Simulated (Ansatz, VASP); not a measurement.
## Mg: VASP beside Ansatz

Aim: how closely do two programs agree when they are given the same cell, functional and k mesh?

Program: Ansatz 0.2.0. Level of theory: plane waves, with VASP 6.6.1 beside it; single point at PBEsol. Results are calculated unless marked as measured.

### Step 1. The starting structure

It takes space group P6_3/mmc (No. 194, hexagonal). The conventional cell has a = 3.182 Å, b = 3.182 Å, c = 5.129 Å, α = 90.00°, β = 90.00°, γ = 120.00°. Mg has 12 Mg at 3.15 to 3.18 Å nearest.

### Step 2. Ansatz: single point, PBEsol

Ansatz runs on its default PAW (the set named soft_2) files.

A single point gives forces, pressure and levels at one fixed geometry, so differences don't come from the geometry; what else differs is listed under the comparison.

input.yaml

```yaml
crystal:
  lattice:
    - [3.1823916775, 0.0, 0.0]
    - [-1.5911958388, 2.7560320375, 0.0]
    - [0.0, 0.0, 5.1285894932]
  atoms:
    - { symbol: Mg, position: [0.0, 0.0, 0.0] }
    - { symbol: Mg, position: [0.3333333333, 0.6666666667, 0.5] }
hamiltonian:
  xc: pbesol
  pseudopotentials: { kind: paw }
kpoints:
  mp_grid: { grid: [28, 28, 16] }
scf:
  occupations: { method: fermi_dirac, width: 0.025 }
  n_extra_bands: 4
output:
  forces: true
  stress: true
  eigenvalues: true
  write_density: true
  write_potential: true
  elf: true
  volumetric_format: npy
```

Launch:

```bash
$ ansatz run input.yaml --threads 2 --pin off --max-ram 4608MiB --backend cpu --events-out ev --progress --plain --runs-dir out
```

Numbers of over 12 decimals in the logs are rounded to 6 here.

Log:

```text
scf.n_extra_bands = 4 over 10 filled bands (N_el = 20.0): the run solves 14 bands
Engine: ansatz 0.2.0, aarch64-unknown-linux-gnu
Pseudopotentials: kind: paw
Pseudopotential: Mg, paw, valence charge 10, recommended cutoff 420 eV (normal), Mg.paw.azcp
Functional definition: PBEsol
  exchange = pbesol_x
  correlation = pbesol_c
Crystal: 2 atoms, lattice volume = 44.982 Å³
Basis set: ecut = 420 eV, 881 PW (Γ), exchange–correlation on 48×48×72 points (8 copies of the dense FFT grid, shifted against one another)
Bands: 14, of which v1, the nominal top of the filled ones, is band 10 counted from 1 (9 counted from 0)
Symmetry: 24 space group operations
Space group: P63/mmc (ITA 194), of the structure as read, at distance tolerance 3.6e-5 Å
k-points: 720 of 12544
Non-local potential: Mg, projectors of the file, l = 0: 3, l = 1: 2, l = 2: 1
PAW form: soft (Blöchl's): semilocal exchange-correlation on the pseudo side does not see the compensation charge
PAW frozen core: Mg, regenerated for the run's functional, and the local potential with it (the file was generated under x = pbe(κ = 0.804, μ = 0.219515), c = pbe(β = 0.066725))
PAW one-centre angular grid: Mg, 110 points (default); XC on 64 Gauss nodes
Initial density: superposition of atomic densities (neutral atoms: chi_scale 0, normalization atom), corrected by the library's trained network
Initial wavefunctions: pseudopotential atomic-orbital guess
Functional: x = pbesol(κ = 0.804, μ = 0.123457), c = pbesol(β = 0.046)
SCF iter   1: F=—  HF=-3824.103753 eV  |F-HF|=—  |Δ(HF+E_count)|=         —  Δρ=2.03e-3  dr2=9.52e-4  ethr=1.77e-3  ⟨swp⟩=6.0  Hψ=52633  notcnv=0
preconditioner: auto → none  [metal: Δε(μ)=0.001 eV  Ē_g=6.992 eV  σ=0.025 eV  W_gap=0.01  n_scr=8 (ndim 8)  ℏωp=11.1 eV  f_vac=0.000  D(μ)=0.99/eV (n_scr^D=2)  sad-step TF]
SCF iter   2: F=—  HF=-3824.102687 eV  |F-HF|=—  |Δ(HF+E_count)|=   1.07e-3  Δρ=9.38e-4  dr2=2.74e-4  ethr=4.76e-6  ⟨swp⟩=2.9  Hψ=24819  notcnv=0
SCF iter   3: F=—  HF=-3824.102586 eV  |F-HF|=—  |Δ(HF+E_count)|=   1.01e-4  Δρ=1.49e-4  dr2=9.22e-6  ethr=1.37e-6  ⟨swp⟩=2.0  Hψ=16583  notcnv=0
SCF iter   4: F=—  HF=-3824.102578 eV  |F-HF|=—  |Δ(HF+E_count)|=   7.92e-6  Δρ=4.14e-5  dr2=3.35e-7  ethr=4.61e-8  ⟨swp⟩=2.0  Hψ=16776  notcnv=0
iter 5 did not close the SCF: its close was put off for the readings that it lacked (scf_convergence_deferred on its scf_iter line)
SCF iter   5: F=-3824.102578 eV  HF=-3824.102578 eV  |F-HF|=1.94e-8  |Δ(HF+E_count)|=   3.21e-7  Δρ=9.02e-6  dr2=1.66e-8  ethr=1.67e-9  ⟨swp⟩=2.0  Hψ=16440  notcnv=0
SCF iter   6: F=-3824.102578 eV  HF=-3824.102578 eV  |F-HF|=9.55e-12  |Δ(HF+E_count)|=   1.27e-8  Δρ=3.36e-7  dr2=1.84e-11  ethr=8.30e-11  ⟨swp⟩=5.2  Hψ=47714  notcnv=0
SCF 1 converged in 6 iterations: F = -3824.102578 eV  dr2 = 1.84e-11
  greatest PAW one-centre occupation: 1.000 electrons in one spin orbital (limit 2), on the Mg atom at site 1 (counted from 0), in its partial waves of l = 0
SCF converged after 6 iterations
Free energy (F): -3824.102578 eV
Harris-Foulkes:  -3824.102578 eV  (|F-HF|=9.55e-12)
Internal energy: -3824.100621 eV  (E = F + TS)
E sigma→0 (E₀):  -3824.101600 eV
Entropy (-TS):   -0.001957 eV (-0.978 meV/atom)
Fermi energy:    5.782409 eV
--- Per-component energies (eV) ---
  E_band       = -708.768583
  E_kinetic    = 149.965248
  E_local      = -3224.758753  (includes V_loc(G=0)·N_el)
  E_nonlocal   = 192.723997
  E_hartree    = 1150.037777
  E_xc         = -56.372297
  E_vxc        = -73.088661  (∫ρ·V_xc dr)
  E_paw        = -562.509857  (= ΣΔE_a)
  E_vpaw       = -53.685869  (= ΣTr[D̂ρ^β])
  E_aug_tail   = -0.000005  (compensation charges beyond the density's cutoff)
  E_ewald      = -1473.304455
  E_core_change = 0.117725  (= ΣΔE_core)
  E_smearing   = -0.001957  (= −TS)
  E_closure    = -0.000000  (closes the sum)
  Σ components = -3824.102578   (vs F -3824.102578, Δ=0.00e0)
--- Forces (eV/Å), atoms counted from 1 ---
  atom   1  Mg    -0.00000000     0.00000000     0.00000000
  atom   2  Mg     0.00000000    -0.00000000     0.00000000
  max |Σ_I F_I| component: 4.63e-18 eV/Å
--- Stress (GPa, compression-positive) ---
        0.000432      -0.000000       0.000000
       -0.000000       0.000432       0.000000
        0.000000       0.000000       0.134361
  P = ⅓ Tr σ = 0.0451 GPa (0.451 kbar)
--- Band table (eV; the first three rows and the last of 720) ---
  k-point 0: bands = [... 6 lower, -36.7687, -36.7687, -1.2420, 4.1013, 4.6050, 16.7514, 16.7514, 16.8846]
  k-point 1: bands = [... 6 lower, -36.7687, -36.7687, -1.2195, 3.6470, 5.0979, 16.7691, 16.7691, 16.8996]
  k-point 2: bands = [... 6 lower, -36.7689, -36.7689, -1.1521, 3.0471, 5.8135, 16.8219, 16.8219, 16.9248]
  k-point 719: bands = [... 6 lower, -36.7759, -36.7759, 5.8238, 5.8238, 6.5022, 6.5022, 7.4301, 7.4301]
```

Run time: 21 s. Hardware: 2 threads of Arm Neoverse N1, shared host; peak memory 0.6 GiB; 40 s of CPU time.

The run ends at a pressure of 0.05 GPa.

### Step 3. VASP: single point, PBEsol

The same cell, functional, mesh and smearing now go to VASP, with its own data sets and cutoff.

Lines of VASP's logs that name or quote its potential files are left out, and so is its time.

INCAR

```
SYSTEM = Mg
PREC = Accurate
ENCUT = 450
EDIFF = 1E-08
NELM = 100
ISMEAR = -1
SIGMA = 0.025
LREAL = .FALSE.
ALGO = Normal
GGA = PS
NBANDS = 18
LASPH = .TRUE.
LORBIT = 11
LWAVE = .FALSE.
LCHARG = .FALSE.
KPAR = 2
ISIF = 2
```

POSCAR

```
Mg
1.0
    3.1823916775      0.0000000000      0.0000000000
   -1.5911958388      2.7560320375      0.0000000000
    0.0000000000      0.0000000000      5.1285894932
Mg
2
Direct
    0.0000000000      0.0000000000      0.0000000000
    0.3333333333      0.6666666667      0.5000000000
```

KPOINTS

```
Automatic mesh
0
Gamma
28 28 16
0 0 0
```

The projector-augmented-wave data sets are Mg (PBE family, release 64).

Launch:

```bash
$ mpirun -np 2 vasp_std
```

Log:

```text
[banner, memory and clock lines left out]
running    2 mpi-ranks, on    1 nodes
 distrk:  each k-point on    1 cores,    2 groups
 distr:  one band on    1 cores,    1 groups

 POSCAR found type information on POSCAR Mg
 POSCAR found :  1 types and       2 ions
|                                                                             |
|               ----> ADVICE to this user running VASP <----                  |
|                                                                             |
|     You enforced a specific xc type in the INCAR file but a different       |
|     [... a line on the potential file left out ...]
|     I HOPE YOU KNOW WHAT YOU ARE DOING!                                     |
|                                                                             |

 LDA part: xc-table for (Slater+PW92), standard interpolation
 POSCAR, INCAR and KPOINTS ok, starting setup
 FFT: planning ... GRIDC
 FFT: planning ... GRID_SOFT
 FFT: planning ... GRID
 WAVECAR not read
 entering main loop
       N       E                     dE             d eps       ncg     rms          rms(c)
DAV:   1     0.155031937580E+01    0.15503E+01   -0.12208E+03 26616   0.137E+02
DAV:   2    -0.337381368595E+01   -0.49241E+01   -0.47893E+01 33974   0.279E+01
DAV:   3    -0.346757574885E+01   -0.93762E-01   -0.93331E-01 32342   0.260E+00
DAV:   4    -0.346784703022E+01   -0.27128E-03   -0.27125E-03 32120   0.149E-01
DAV:   5    -0.346784864465E+01   -0.16144E-05   -0.16142E-05 31426   0.118E-02    0.961E-01
DAV:   6    -0.345732507034E+01    0.10524E-01   -0.48622E-04 30412   0.740E-02    0.612E-01
DAV:   7    -0.344779970932E+01    0.95254E-02   -0.19828E-03 28418   0.136E-01    0.310E-02
DAV:   8    -0.344780570119E+01   -0.59919E-05   -0.25798E-05 33876   0.150E-02    0.666E-03
DAV:   9    -0.344780542642E+01    0.27478E-06   -0.76873E-07 30114   0.206E-03    0.530E-04
DAV:  10    -0.344780530641E+01    0.12000E-06   -0.11035E-08 33660   0.281E-04    0.229E-04
DAV:  11    -0.344780526092E+01    0.45495E-07   -0.54049E-10 20264   0.752E-05    0.123E-05
DAV:  12    -0.344780526008E+01    0.83656E-09   -0.17145E-11 16604   0.126E-05
   1 F= -.34478053E+01 E0= -.34468254E+01  d E =-.195977E-02
```

Parts of OUTCAR (step 3):

```text
ion  position               nearest neighbor table
   1  0.000  0.000  0.000-   2 3.15   2 3.15   2 3.15   2 3.15   2 3.15   2 3.15
   2  0.333  0.667  0.500-   1 3.15   1 3.15   1 3.15   1 3.15   1 3.15   1 3.15

  LATTYP: Found a hexagonal cell.
 ALAT       =     3.1823916775
 C/A-ratio  =     1.6115519436

 Subroutine GETGRP returns: Found 24 space group operations
 (whereof 12 operations were pure point group operations)

The static configuration has the point symmetry D_3h.
 The point group associated with its full space group is D_6h.

 Found    720 irreducible k-points:

   k-points           NKPTS =    720   k-points in BZ     NKDIM =    720   number of bands    NBANDS=     18

   dimension x,y,z NGX =    24 NGY =   24 NGZ =   36
   dimension x,y,z NGXF=    48 NGYF=   48 NGZF=   72

   ENCUT  =  450.0 eV  33.07 Ry    5.75 a.u.   5.50  5.50  8.87*2*pi/ulx,y,z

   NELECT =       4.0000    total number of electrons

 k-points in reciprocal lattice and weights: Automatic mesh
   0.00000000  0.00000000  0.00000000       0.000
   0.03571429  0.00000000  0.00000000       0.000
   0.07142857  0.00000000  0.00000000       0.000
   0.10714286  0.00000000  0.00000000       0.000
   0.14285714  0.00000000  0.00000000       0.000
   0.17857143  0.00000000  0.00000000       0.000
   0.21428571  0.00000000  0.00000000       0.000
   0.25000000  0.00000000  0.00000000       0.000
   0.28571429  0.00000000  0.00000000       0.000
[...]
0.35714286  0.28571429  0.50000000       0.000
   0.32142857  0.32142857  0.50000000       0.000

 average (electrostatic) potential at core
       1 -38.7898       2 -38.7898

 E-fermi :   2.7059

 k-point     1 :       0.0000    0.0000    0.0000
  band No.  band energies     occupation
      1      -4.3186      2.00000
      2       1.0191      2.00000
      3       1.5316      2.00000
      4      13.6652      0.00000
      5      13.6652      0.00000
      6      13.8065      0.00000
      7      13.8065      0.00000
      8      14.6730      0.00000
    ...

 k-point     2 :       0.0357    0.0000    0.0000
  band No.  band energies     occupation
      1      -4.2933      2.00000
      2       1.0422      2.00000
      3       1.5562      2.00000
      4      12.8429      0.00000
      5      13.1640      0.00000
      6      13.8519      0.00000
      7      14.3441      0.00000
      8      15.0680      0.00000
    ...

 k-point     3 :       0.0714    0.0000    0.0000
  band No.  band energies     occupation
      1      -4.2173      2.00000
      2       1.1114      2.00000
      3       1.6298      2.00000
      4      11.7615      0.00000
      5      12.6384      0.00000
      6      13.4597      0.00000
      7      14.9733      0.00000
      8      15.5285      0.00000
    ...

  Total       -0.0125602     -0.0125602      0.0243387      0.0000000     -0.0000000      0.0000000
  in kB       -0.4473733     -0.4473733      0.8669078      0.0000000     -0.0000000      0.0000000
  external PRESSURE =      -0.0092796 kB  Pullay stress =       0.0000000 kB

  energy-cutoff  :      450.00
  volume of cell :       44.98
      direct lattice vectors                 reciprocal lattice vectors
     3.182391678  0.000000000  0.000000000     0.314229077  0.181420242  0.000000000
    -1.591195839  2.756032037  0.000000000     0.000000000  0.362840485  0.000000000
     0.000000000  0.000000000  5.128589493     0.000000000  0.000000000  0.194985386

 POSITION                                       TOTAL-FORCE (eV/Angst)
 -----------------------------------------------------------------------------------
      0.00000      0.00000      0.00000        -0.000000      0.000000      0.000000
     -0.00000      1.83735      2.56429         0.000000     -0.000000      0.000000
 -----------------------------------------------------------------------------------
    total drift:                               -0.000000      0.000000      0.000000

  FREE ENERGIE OF THE ION-ELECTRON SYSTEM (eV)
  ---------------------------------------------------
  free  energy   TOTEN  =        -3.4478052601 eV

  energy  without entropy=       -3.4458454896  energy(sigma->0) =       -3.44682537

 total charge
# of ion       s       p       d       tot
------------------------------------------
    1        0.209   0.130   0.012   0.351
    2        0.209   0.130   0.012   0.351
--------------------------------------------------
tot          0.418   0.260   0.024   0.702

[... 3 further parts left out ...]
```

The run ends at a pressure of 0.00 GPa.

### Step 4. Comparison

Known differences besides the potentials themselves: the data sets hold 20 valence electrons in Ansatz (default PAW (the set named soft_2) files) and 4 in VASP; the cutoff is 420 eV in Ansatz and 450 eV in VASP; Ansatz makes its cores anew for this functional, VASP keeps those of its PBE data sets. Total energies have different zeros and are not compared.

Compared:

```csv
quantity,Ansatz,VASP,difference
pressure (GPa),0.05,0.00,+0.05
```

### Step 5. What the set-up changes

Further runs change the set-up of one program: Ansatz's method, potentials or start, or VASP's data sets, cutoff or form of LDA. The table gives Ansatz less VASP for each quantity, since a change that brings one quantity closer may part another.

```csv
run,pressure (GPa)
as above,0.046
Ansatz's all-electron LAPW method,0.023
```

### Step 6. Outcome

| Item | Value |
| --- | --- |
| difference in pressure (single point, PBEsol) | 0.046 GPa |

**Reading.** The difference in pressure is 0.046 GPa (single point, PBEsol), within the 1 GPa picked in this series as the mark of a large difference. Single point, PBEsol, Ansatz's all-electron LAPW method: the difference in pressure goes from 0.046 to 0.023 GPa. Such differences can come from data sets, numerical settings and the points named under the comparisons, not from the functional's error against experiment.

[Lines on the potential files, build, host, timing and source positions are cut from VASP's logs without a mark.]

[Logs are printed without paths, hosts, clocks, repeated set-up lines and the standing remarks that a program may print on its own settings, such as how far it seeks lower states.]

[Hosts, paths, dates, database ids (printed as entryN), source tags and the programs' standing remarks are cut or masked in the printed files.]
